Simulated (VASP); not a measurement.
Given:

```
AlV2C
1.0
    2.89164     0.00000     0.00000
   -1.44582     2.50424     0.00000
    0.00000     0.00000    13.12317
Al V C
2 4 2
Direct
  0.33333   0.66667   0.25000
  0.66667   0.33333   0.75000
  0.33333   0.66667   0.58638
  0.66667   0.33333   0.41362
  0.66667   0.33333   0.08638
  0.33333   0.66667   0.91362
  0.00000   0.00000   0.00000
  0.00000   0.00000   0.50000
```

Method: PBE GGA, VASP's PBE PAW potentials (set 64) (plane waves; VASP). Settings: 400 eV cut-off, 11×11×2 Γ-centred mesh, Gaussian smearing of 0.20 eV, potentials Al V_sv C.

At this cut-off the stress carries a Pulay error, which pulls relaxed volumes low.

### Question
Which forces act on the atoms, in eV/Å?

### Answer

```csv
atom,Fx,Fy,Fz
Al1,0.000,0.000,0.000
Al2,0.000,0.000,0.000
V3,0.000,0.000,-0.211
V4,0.000,0.000,0.211
V5,0.000,0.000,-0.211
V6,0.000,0.000,0.211
C7,0.000,0.000,0.000
C8,0.000,0.000,0.000
```

### Question
Give the stress tensor in GPa (positive for a compressed cell).

### Answer

```
 0.32   0.00   0.00
 0.00   0.32   0.00
 0.00   0.00  -0.57
```
The pressure is its mean diagonal, 0.02 GPa.

The structure comes from a computed database's AlV2C entry; how it stands against other phases isn't given here. The cell was not relaxed at this level. The run is not spin-polarised, so no magnetic state was tried.
